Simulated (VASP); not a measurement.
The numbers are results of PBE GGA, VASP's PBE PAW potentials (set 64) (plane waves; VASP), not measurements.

A VASP calculation is set up with these files.

### POSCAR
```
CsSnI3
1
    6.3026607479     0.0000000000     0.0000000000
    0.0000000000     6.3026607479     0.0000000000
    0.0000000000     0.0000000000     6.3026607479
Cs Sn I
1 1 3
Direct
  0.0000000000   0.0000000000   0.0000000000
  0.5000000000   0.5000000000   0.5000000000
  0.5000000000   0.0000000000   0.5000000000
  0.0000000000   0.5000000000   0.5000000000
  0.5000000000   0.5000000000   0.0000000000
```

KPOINTS:
```
Regular mesh
0
G
  4 4 4
```

**INCAR**
```
# general
SYSTEM   =  CsSnI3
PREC     =  Accurate
ENCUT    =  520   # plane-wave cut-off (eV)
LREAL    =  .FALSE.   # projection in real space or not
LASPH    =  .TRUE.

# electronic loop
EDIFF    =  1E-7   # SCF stop (eV)
NELM     =  100   # most electronic steps
ALGO     =  Normal
LMAXMIX  =  4   # l cut-off of mixed one-centre charges

# smearing
ISMEAR   =  0   # Gaussian
SIGMA    =  0.05   # width (eV)

# functional
GGA      =  PE

# ions
ISIF     =  2   # forces and stress, cell fixed

# output
LWAVE    =  .FALSE.
LCHARG   =  .FALSE.
```

POTCAR, in this order: Cs_sv Sn_d I (PBE.64 set). Program: vasp_std.

### Question
What will the output report for the number of irreducible k-points (NKPTS), largest plane-wave count, number of space-group operations, FFT grid (NGX, NGY, NGZ)?

### Answer

| Item | Value |
|---|---|
| number of irreducible k-points (NKPTS) | 10 |
| largest plane-wave count | 6816 |
| number of space-group operations | 48 |
| FFT grid (NGX, NGY, NGZ) | 48 × 48 × 48 |

The compound is CsSnI3 in the cubic perovskite structure, the ideal cubic form; the compound distorts at low or room temperature. This cell is one point of a volume scan, at 1.03 of the reference volume.
